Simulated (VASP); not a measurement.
Input of a VASP 6.6.1 run:

INCAR

```
PREC     = Accurate       # precision mode
ENCUT    = 520            # plane-wave cutoff, eV
EDIFF    = 1E-6           # SCF threshold, eV
ISMEAR   = 0              # smearing method
SIGMA    = 0.05           # smearing width, eV
LREAL    = False          # projectors in reciprocal space
LASPH    = True           # aspherical terms in the spheres
NELM     = 120            # most SCF steps
ALGO     = Normal         # electronic algorithm
ISIF     = 2              # what is computed and relaxed
LWAVE    = False          # write WAVECAR
LCHARG   = True           # write CHGCAR
ISPIN    = 2              # spin polarisation
MAGMOM   = 2.48 0         # initial moments
LORBIT   = 11             # projections on sites
LMAXMIX  = 6              # l up to which the mixer works
LDAU     = True           # DFT+U
LDAUTYPE = 2            
LDAUL    = 3 -1           # shell
LDAUU    = 4 0            # U, eV
LDAUJ    = 0 0          
LDAUPRINT= 1            
GGA      = PE             # functional
LELF     = True           # ELF
LVHAR    = True
```

The input KPOINTS:

```
Automatic mesh
0
Gamma
  5 5 5
```

The input POSCAR:

```
PmSe
1.0
    0.0000000000      3.2231904100      3.2231904100
    3.2231904100      0.0000000000      3.2231904100
    3.2231904100      3.2231904100      0.0000000000
Pm Se
1 1
Direct
    0.0000000000      0.0000000000      0.0000000000
    0.2500000000      0.2500000000      0.2500000000
```

Potentials or basis: VASP PAW PBE potentials, release 64 (Pm, Se).

Launch:

```sh
$ cat potpaw_PBE.64/Pm/POTCAR potpaw_PBE.64/Se/POTCAR > POTCAR
$ mpirun -np 1 vasp_std > vasp.out
```

(1) What does it give for the pressure?

(2) Predict the site moments.

(3) Estimate the band gap on the k mesh.

(4) Predict the net moment.

Answers

(1) 6.1 GPa.

(2) Pm +4.48; Se -0.05 μB.

(3) none (metal or under the smearing width).

(4) 4.99 μB per cell.

Caveat: the magnetic or orbital state may not be the lowest; spin-orbit coupling is left out, which moves the levels of the heavy elements.
